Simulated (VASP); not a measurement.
A run of VASP 6.6.1 is set up as follows.

File INCAR:

```
PREC = Accurate
ENCUT = 520
EDIFF = 1E-7
ISMEAR = 0
SIGMA = 0.1
LREAL = False
LASPH = True
NELM = 100
ALGO = Fast
ISIF = 3
LWAVE = False
LCHARG = False
GGA = PE
IBRION = 2
NSW = 80
EDIFFG = -0.15
```

File KPOINTS:

```
Automatic mesh
0
Gamma
  18 18 18
```

The input POSCAR:

```
Ta
1.0
   -1.6512800000      1.6512800000      1.6512800000
    1.6512800000     -1.6512800000      1.6512800000
    1.6512800000      1.6512800000     -1.6512800000
Ta
1
Direct
    0.0000000000      0.0000000000      0.0000000000
```

Potentials or basis: VASP PAW PBE potentials, release 64 (Ta_pv).

Launch:

```bash
$ cat potpaw_PBE.64/Ta_pv/POTCAR > POTCAR
$ mpirun -np 1 vasp_std > vasp.out
```

Question: Estimate the relaxed volume.

Answer: 18.29 Å³/atom.

Question: What does it give for the relaxed cell?

Answer: a = 2.875 Å, b = 2.875 Å, c = 2.875 Å, α = 109.47°, β = 109.47°, γ = 109.47°.

Question: Predict the space group after relaxing (to 0.05 Å).

Answer: Im-3m (No. 229).

Question: What does it give for the band gap on the k mesh?

Answer: None (metal or under the smearing width).

The path:
```tsv
step	energy change (eV)	largest force (eV/Å)	pressure (GPa)	volume (Å³)
1	0.0000	0.0000	3.05	18.01
2	0.0101	0.0000	-6.25	18.92
3	-0.0026	0.0000	-0.01	18.29
```

Spin-orbit coupling is left out, which matters for the levels of Ta. PBE usually gives volumes a little too large and moduli too small.
